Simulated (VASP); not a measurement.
Here is the system:

```xyz
1
Lattice="0.0000 2.0127 2.0127 2.0127 0.0000 2.0127 2.0127 2.0127 0.0000" Properties=species:S:1:pos:R:3 pbc="T T T"
Au     0.0000     0.0000     0.0000
```

Computed with r2SCAN+rVV10, VASP's PBE PAW potentials (set 64) (plane waves; VASP 6.6.1). Run with 520 eV cut-off, 15×15×15 Γ-centred mesh, first-order Methfessel-Paxton smearing of 0.10 eV, potentials Au.

Unless said otherwise, spin-orbit coupling is left out, though it shifts the bands of the heavy elements here.

Problem. Predict the energy per atom (σ→0), pressure, band gap (on the k-mesh) with the smallest direct gap where there is one.

Solution. 
The band gap (on the k-mesh) is none (metal, semimetal or under 0.01 eV) and the energy per atom (σ→0) is -50.347 eV/atom. The pressure is 121.7 kbar.

The compound is Au in the fcc structure. This cell is one point of a volume scan, at 0.94 of the reference volume.
